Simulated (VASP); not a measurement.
Computed with PBE GGA, VASP's PBE PAW potentials (set 64) (plane waves; VASP 6.6.1).

VASP input:

**INCAR**
```
SYSTEM=CdTe
PREC=Accurate; ENCUT=400; LREAL=.False.
LASPH=.True.
EDIFF=1E-6; NELM=100; ALGO=Normal
LMAXMIX=4
ISMEAR=0; SIGMA=0.05
GGA=PE
IBRION=2; NSW=60; ISIF=3
EDIFFG=-0.01
LWAVE=.False.; LCHARG=.False.
```

### KPOINTS
```
Automatic mesh
0
gamma
  6 6 6
```

POSCAR:
```
CdTe
1
   -0.0000000000     3.3023010370     3.3023010370
    3.3023010370    -0.0000000000     3.3023010370
    3.3023010370     3.3023010370    -0.0000000000
Cd Te
1 1
Direct
  0.0000000000   0.0000000000   0.0000000000
  0.2500000000   0.2500000000   0.2500000000
```

POTCAR, in this order: Cd Te (PBE.64 set). Program: vasp_std.

Task: What will the output report for the number of irreducible k-points (NKPTS), number of bands (NBANDS), largest plane-wave count, number of space-group operations, FFT grid (NGX, NGY, NGZ)?

Result: 
```json
{
  "number of irreducible k-points (NKPTS)": "16",
  "number of bands (NBANDS)": "13",
  "largest_plane_wave_count": "1363",
  "number_of_space_group_operations": "24",
  "FFT grid (NGX, NGY, NGZ)": "30 × 30 × 30"
}
```

The compound is CdTe in the zinc blende structure. This run relaxes it. Symmetry was kept, so distortions that lower it aren't found. The start is the result of an earlier pass.
